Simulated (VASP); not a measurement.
Consider the following.

```xyz
4
Lattice="1.9336 -3.3491 0.0000 1.9336 3.3491 0.0000 0.0000 0.0000 5.0444" Properties=species:S:1:pos:R:3 pbc="T T T"
Ni     0.0000     0.0000     2.5222
Ni     0.0000     0.0000     0.0000
Sb     1.9336     1.1164     1.2611
Sb     1.9336    -1.1164     3.7833
```

Method: SCAN meta-GGA, VASP's PBE PAW potentials (set 64) (plane waves; VASP). Numerical set-up: 520 eV cut-off, 9×9×6 Γ-centred mesh, first-order Methfessel-Paxton smearing of 0.10 eV, potentials Ni Sb.

Unless said otherwise, spin-orbit coupling is left out, though it shifts the bands of the heavy elements here.

Task: Predict the energy per atom (σ→0), pressure, band gap (on the k-mesh) with the smallest direct gap where there is one.

Result: 
The band gap (on the k-mesh) comes out as none (metal, semimetal or under 0.01 eV) and the energy per atom (σ→0) is -26.992 eV/atom. The pressure is 4.19 GPa.

The absolute energy has meaning only against runs of the same code, potentials and settings.

The compound is NiSb in the NiAs type structure. This cell is one point of a volume scan, at 0.97 of the reference volume. The run is not spin-polarised, so no magnetic state was tried.
